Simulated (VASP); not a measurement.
An input for Ansatz (written as the equivalent of a VASP run, and not itself run):

Ansatz 0.2 input:
```yaml
crystal:
  lattice:
    - [1.8535269, -3.2104029, 0.0000000]
    - [1.8535269, 3.2104029, 0.0000000]
    - [0.0000000, 0.0000000, 11.8482365]
  atoms:
    - { symbol: La, position: [0.0000000, 0.0000000, 0.5000000] }
    - { symbol: La, position: [0.0000000, 0.0000000, 0.0000000] }
    - { symbol: La, position: [0.3333330, 0.6666670, 0.2500000] }
    - { symbol: La, position: [0.6666670, 0.3333330, 0.7500000] }
kpoints:
  mp_grid: { grid: [11, 11, 3] }
hamiltonian:
  xc: pbe
  dispersion: d4
  pseudopotentials: { kind: paw }
scf:
  occupations: { method: tetrahedron }
  max_iter: 100
output: { forces: true, stress: true, eigenvalues: true }
```

**Question.** Translate this input to VASP (INCAR, KPOINTS, POSCAR, choice of POTCAR).

**Answer.** Several could match; the one computed here: 
**INCAR**
```
SYSTEM  =  La
PREC  =  Accurate; ENCUT  =  520; LREAL  =  .FALSE.
LASPH  =  .TRUE.
EDIFF  =  1E-7; NELM  =  100; ALGO  =  Normal
LMAXMIX  =  6
ISMEAR  =  -5
GGA  =  PE; IVDW  =  13
ISIF  =  2
LWAVE  =  .FALSE.; LCHARG  =  .TRUE.; LORBIT  =  11
NEDOS  =  601
LEFG  =  .TRUE.
```

**KPOINTS**
```
Automatic mesh
0
Gamma
11 11 3
0 0 0
```

File POSCAR:
```
La
1
    1.8535268607    -3.2104029123     0.0000000000
    1.8535268607     3.2104029123     0.0000000000
   -0.0000000000     0.0000000000    11.8482364533
La
4
Direct
  0.0000000000   0.0000000000   0.5000000000
  0.0000000000   0.0000000000   0.0000000000
  0.3333330000   0.6666670000   0.2500000000
  0.6666670000   0.3333330000   0.7500000000
```

POTCAR, in this order: La (PBE.64 set). Program: vasp_std.

Limits of the translation: each code has its own PAW files, so the cut-off isn't converted (ENCUT is set for VASP's; basis.ecutwfc is left out, and Ansatz then takes the one that its files recommend); Ansatz stops its SCF on the density residual and VASP on the energy change (EDIFF); the field gradients of LEFG aren't asked of the other code.

The compound is La in the dhcp structure. It was relaxed first, which changed the volume by -6 %.
